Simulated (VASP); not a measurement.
Input for VASP

**KPOINTS**
```
kpoints
0
Gamma
  8 8 8
```

### INCAR
```
LWAVE=.FALSE.
SIGMA=0.1   ! width (eV)
ISMEAR=-1   ! Fermi-Dirac
EDIFF=1E-6   ! SCF stop (eV)
ALGO=Normal
LASPH=.TRUE.   ! aspherical one-centre terms
IBRION=2   ! conjugate gradients
PREC=Accurate
NELM=100
ENCUT=300   ! plane-wave cut-off (eV)
LCHARG=.FALSE.
ISIF=3   ! ions, shape and volume
EDIFFG=-0.01
LMAXMIX=6   ! l cut-off of mixed one-centre charges
GGA=PE   ! PBE
LREAL=.FALSE.   ! projection in real space or not
SYSTEM=Re
NSW=50   ! most ionic steps
```

### POSCAR
```
Re
1
    0.0000000000     2.7605290000     2.7605290000
    2.7605290000     0.0000000000     2.7605290000
    2.7605290000     2.7605290000     0.0000000000
Re
2
Direct
  0.7500000000   0.7500000000   0.7500000000
  0.5000000000   0.5000000000   0.5000000000
```

POTCAR, in this order: Re (PBE.64 set). Program: vasp_std.

Q: Translate this PBE calculation to Quantum ESPRESSO's pw.x.

A: One equivalent input (not run):
```
&CONTROL
  calculation = 'vc-relax'
  pseudo_dir = './pseudo'
  outdir = './out'
  tprnfor = .true.
  tstress = .true.
  nstep = 50
  forc_conv_thr = 0.00039
/
&SYSTEM
  ibrav = 0
  nat = 2
  ntyp = 1
  ecutwfc = 72
  occupations = 'smearing'
  smearing = 'fermi-dirac'
  degauss = 0.00735
  input_dft = 'pbe'
/
&ELECTRONS
  conv_thr = 7.3e-08
  electron_maxstep = 100
/
&IONS
/
&CELL
/
ATOMIC_SPECIES
  Re 186.207 Re.upf
CELL_PARAMETERS angstrom
     0.0000000    2.7605290    2.7605290
     2.7605290    0.0000000    2.7605290
     2.7605290    2.7605290    0.0000000
ATOMIC_POSITIONS crystal
  Re   0.7500000  0.7500000  0.7500000
  Re   0.5000000  0.5000000  0.5000000
K_POINTS automatic
  8 8 8 0 0 0
```
Limits of the translation: the potentials are each code's own (VASP's PAW set, PseudoDojo norm-conserving files in pw.x), so ENCUT and ecutwfc are chosen apart and not converted; conv_thr bounds pw.x's estimated SCF error, while EDIFF bounds the energy change between steps; forc_conv_thr acts on force components and is met together with etot_conv_thr.

The structure was generated: Re was put into an ordered model structure, which need not be its known phase. This run relaxes it. Symmetry was kept, so distortions that lower it aren't found. The run is one of a series of settings (EDIFFG = -0.01, IBRION = 2, ISIF = 3, NSW = 50 against the base run), some of them coarse on purpose.
